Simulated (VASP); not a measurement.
Consider the following.

```yaml
crystal:
  lattice:
    - [-1.95292, 1.95292, 1.95292]
    - [1.95292, -1.95292, 1.95292]
    - [1.95292, 1.95292, -1.95292]
  atoms:
    - { symbol: Bi, position: [0.00000, 0.00000, 0.00000] }
```

All values below come from PBEsol GGA, VASP's PBE PAW potentials (set 64) (plane waves; VASP 6.6.1). Settings: 400 eV cut-off, Gaussian smearing of 0.050 eV, potentials Bi_d.

Q: Give the energies of bands 7 to 10 at the high-symmetry points, in eV from the Fermi level.

A: 
```csv
band,Γ,H,N,P
7,5.43,-1.91,-5.34,-2.48
8,5.43,-1.91,1.66,-2.48
9,5.43,-1.91,3.57,-2.48
10,9.68,3.47,6.11,15.43
```

It has no gap at this level: it comes out as a metal or semimetal.

The structure was generated: Bi was put into the bcc type (Im-3m), which need not be its known phase. It was relaxed first, which changed the volume by -6 %.
